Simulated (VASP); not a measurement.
```
CELL_PARAMETERS angstrom
      3.22746     0.00000     0.00000
     -1.61373     2.79506     0.00000
      0.00000     0.00000    15.00355
ATOMIC_POSITIONS crystal
  Si 0.66667 0.33333 0.50000
  S  0.33333 0.66667 0.40365
  S  0.33333 0.66667 0.59635
```

The numbers are results of r2SCAN meta-GGA, VASP's PBE PAW potentials (set 64) (plane waves; VASP 6.6.1), not measurements. Numerical set-up: 400 eV cut-off, 9×9×1 Γ-centred mesh, tetrahedra with Blöchl corrections, potentials Si S.

The cell holds a wide vacuum, so values per volume refer to the whole cell. The cores are frozen, which limits the accuracy of field gradients.

Give the principal components of the electric field gradient (V/Å²) and the asymmetry η at each nucleus.

```
atom   Vxx   Vyy    Vzz     η
----  ----  ----  -----  ----
Si1    8.0   8.0  -16.0  0.00
S2    36.7  36.7  -73.5  0.00
S3    36.7  36.7  -73.5  0.00
```

The cell is a sheet with vacuum, built from a generated structure.
